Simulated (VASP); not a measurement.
Given:

```xyz
2
Lattice="2.7945 0.0000 0.0000 0.0000 2.7945 0.0000 0.0000 0.0000 2.7945" Properties=species:S:1:pos:R:3 pbc="T T T"
Al     1.3973     1.3973     1.3973
Co     0.0000     0.0000     0.0000
```

Method: PBEsol GGA, VASP's PBE PAW potentials (set 64) (plane waves; VASP). Settings: 520 eV cut-off, 13×13×13 Γ-centred mesh, first-order Methfessel-Paxton smearing of 0.10 eV, potentials Al Co.

Give the stress tensor in GPa (positive for a compressed cell).

```
6.28  0.00  0.00
0.00  6.28  0.00
0.00  0.00  6.28
```
The pressure is its mean diagonal, 6.28 GPa.

The compound is CoAl in the CsCl type structure. This cell is one point of a volume scan, at 0.97 of the reference volume. The run is not spin-polarised, so no magnetic state was tried.
